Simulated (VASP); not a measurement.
Input of a VASP 6.6.1 run:

INCAR

```
ALGO = Fast
EDIFF = 1E-7
ENCUT = 520
GGA = PE
ISIF = 2
ISMEAR = 0
LASPH = True
LCHARG = False
LREAL = False
LWAVE = False
NBANDS = 32
NELM = 100
PREC = Accurate
SIGMA = 0.1
```

KPOINTS

```
k-points
0
Gamma
  10 10 10
```

POSCAR

```
CsTl3
1.0
    5.4055966106      0.0000000000      0.0000000000
    0.0000000000      5.4055966106      0.0000000000
    0.0000000000      0.0000000000      5.4055966106
Cs Tl
1 3
Direct
    0.0000000000      0.0000000000      0.0000000000
    0.5000000000      0.5000000000      0.0000000000
    0.5000000000      0.0000000000      0.5000000000
    0.0000000000      0.5000000000      0.5000000000
```

Potentials or basis: VASP PAW PBE potentials, release 64 (Cs_sv, Tl_d).

Command:

```console
$ cat potpaw_PBE.64/Cs_sv/POTCAR potpaw_PBE.64/Tl_d/POTCAR > POTCAR
$ mpirun -np 1 vasp_std > vasp.out
```

Question: What does it give for the band gap on the k mesh?

Answer: None (metal or under the smearing width).

Question: Predict the pressure.

Answer: 0.0 GPa.

The run has no spin-orbit coupling, so splittings on Cs, Tl are missing.
